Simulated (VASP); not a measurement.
Calculation: PBE GGA, VASP's PBE PAW potentials (set 64) (plane waves; VASP).

The input files of a VASP run:

KPOINTS:
```
kpoints
0
Gamma
 1 1 1
```

File POSCAR:
```
PtSe2
3.80460
  0.5000000000  -0.8660253377   0.0000000000
  0.5000000000   0.8660253377   0.0000000000
  0.0000000000   0.0000000000   1.3619302949
Pt Se
1 2
Cart
  0.0000000000   0.0000000000   0.0000000000
  0.5000000000   0.2886756899   0.3472922252
  0.5000000000  -0.2886756899   1.0146380697
```

### INCAR
```
SYSTEM=PtSe2
PREC=Accurate; ENCUT=400; LREAL=.FALSE.
LASPH=.TRUE.
EDIFF=1E-6; NELM=100; ALGO=Normal
LMAXMIX=6
ISMEAR=0; SIGMA=0.05
GGA=PE
ISIF=2
LWAVE=.FALSE.; LCHARG=.FALSE.
```

POTCAR, in this order: Pt Se (PBE.64 set). Program: vasp_std.

Output

**OUTCAR**
```
 ion  position               nearest neighbor table
   1  0.000  0.000  0.000-   2 2.56   3 2.56   3 2.56   2 2.56   3 2.56   2 2.56
   2  0.333  0.667  0.255-   1 2.56   1 2.56   1 2.56
   3  0.667  0.333  0.745-   1 2.56   1 2.56   1 2.56
  LATTYP: Found a hexagonal cell.
 ALAT       =     3.8045997824
 C/A-ratio  =     1.3619303728
 Subroutine PRICEL returns:
 Original cell was already a primitive cell.
 Subroutine GETGRP returns: Found 12 space group operations
The static configuration has the point symmetry D_3d.
The dynamic configuration has the point symmetry D_3d.
 Subroutine INISYM returns: Found 12 space group operations
 Subroutine IBZKPT returns following result:
 Found      1 irreducible k-points:

 Following reciprocal coordinates:
            Coordinates               Weight
  0.000000  0.000000  0.000000      1.000000
   k-points           NKPTS =      1   k-points in BZ     NKDIM =      1   number of bands    NBANDS=     15
   number of dos      NEDOS =    301   number of ions     NIONS =      3
   total plane-waves  NPLWV =  28224
   dimension x,y,z NGX =    28 NGY =   28 NGZ =   36
   dimension x,y,z NGXF=    56 NGYF=   56 NGZF=   72
   ions per type =               1   2
   PREC   = accura    normal or accurate (medium, high low for compatibility)
   ISTART =      0    job   : 0-new  1-cont  2-samecut
   ICHARG =      2    charge: 1-file 2-atom 10-const
   ISPIN  =      1    spin polarized calculation?
   LNONCOLLINEAR =      F non collinear calculations
   LSORBIT =      F    spin-orbit coupling
   INIWAV =      1    electr: 0-lowe 1-rand  2-diag
   ENCUT  =  400.0 eV  29.40 Ry    5.42 a.u.   6.20  6.20  8.45*2*pi/ulx,y,z
   NELM   =    100;   NELMIN=  2; NELMDL= -5     # of ELM steps
   EDIFF  = 0.1E-05   stopping-criterion for ELM
   LREAL  =      F    real-space projection
   NLSPLINE    = F    spline interpolate recip. space projectors
   LMAXMIX     =    6 max onsite mixed and CHGCAR
   VOSKOWN=      0    Vosko Wilk Nusair interpolation
   EDIFFG = 0.1E-04   stopping-criterion for IOM
...
```

**OSZICAR**
```
       N       E                     dE             d eps       ncg     rms          rms(c)
DAV:   1     0.113451226852E+03    0.11345E+03   -0.91975E+03    30   0.101E+03
DAV:   2    -0.170122268173E+01   -0.11515E+03   -0.11229E+03    44   0.210E+02
DAV:   3    -0.672544204038E+01   -0.50242E+01   -0.50083E+01    30   0.466E+01
DAV:   4    -0.676726671316E+01   -0.41825E-01   -0.41813E-01    37   0.471E+00
DAV:   5    -0.676775207354E+01   -0.48536E-03   -0.48536E-03    30   0.481E-01    0.122E+01
DAV:   6    -0.519907769318E+01    0.15687E+01   -0.10690E+01    30   0.226E+01    0.581E+00
DAV:   7    -0.492500498784E+01    0.27407E+00   -0.11645E+00    30   0.910E+00    0.329E+00
DAV:   8    -0.490966963139E+01    0.15335E-01   -0.11975E-01    30   0.257E+00    0.106E+00
DAV:   9    -0.491704979779E+01   -0.73802E-02   -0.16104E-02    30   0.111E+00    0.228E-01
DAV:  10    -0.491815218650E+01   -0.11024E-02   -0.15937E-03    37   0.291E-01    0.704E-02
DAV:  11    -0.491831919246E+01   -0.16701E-03   -0.22156E-04    30   0.107E-01    0.315E-02
DAV:  12    -0.491834010025E+01   -0.20908E-04   -0.17373E-05    30   0.274E-02    0.133E-02
DAV:  13    -0.491835457648E+01   -0.14476E-04   -0.12122E-05    30   0.277E-02    0.391E-03
DAV:  14    -0.491835463422E+01   -0.57736E-07   -0.19663E-07    22   0.362E-03
   1 F= -.49183546E+01 E0= -.49182414E+01  d E =-.226383E-03
```

**OUTCAR**
```
------------------------ aborting loop because EDIFF is reached ----------------------------------------
  FORCE on cell =-STRESS in cart. coord.  units (eV):
  Direction    XX          YY          ZZ          XY          YZ          ZX
  --------------------------------------------------------------------------------------
  Total        6.0198903      6.0198894     14.7376397     -0.0000000      0.0000000      0.0000000
  in kB      148.4863973    148.4863746    363.5180898     -0.0000000      0.0000000      0.0000000
  external PRESSURE =     220.1636206 kB  Pullay stress =       0.0000000 kB
  volume of cell :       64.95
      direct lattice vectors                 reciprocal lattice vectors
     1.902300000 -3.294880000  0.000000000     0.262839720 -0.151750595  0.000000000
     1.902300000  3.294880000  0.000000000     0.262839720  0.151750595  0.000000000
     0.000000000  0.000000000  5.181600000     0.000000000  0.000000000  0.192990582
 POSITION                                       TOTAL-FORCE (eV/Angst)
 -----------------------------------------------------------------------------------
      0.00000      0.00000      0.00000        -0.000000      0.000000      0.000000
      1.90230      1.09830      1.32131         0.000000     -0.000000     -2.894812
      1.90230     -1.09830      3.86029        -0.000000      0.000000      2.894812
 -----------------------------------------------------------------------------------
    total drift:                                0.000000     -0.000000      0.000000
  FREE ENERGIE OF THE ION-ELECTRON SYSTEM (eV)
  ---------------------------------------------------
  free  energy   TOTEN  =        -4.9183546342 eV

  energy  without entropy=       -4.9181282513  energy(sigma->0) =       -4.91824144
```
(Selected blocks of OUTCAR.)

The compound is PtSe2 in the 1T layered structure. The cell was not relaxed at this level. The k-mesh is coarse (spacing up to 1.91 per Å, 2π included), so the numbers may not be converged in it.
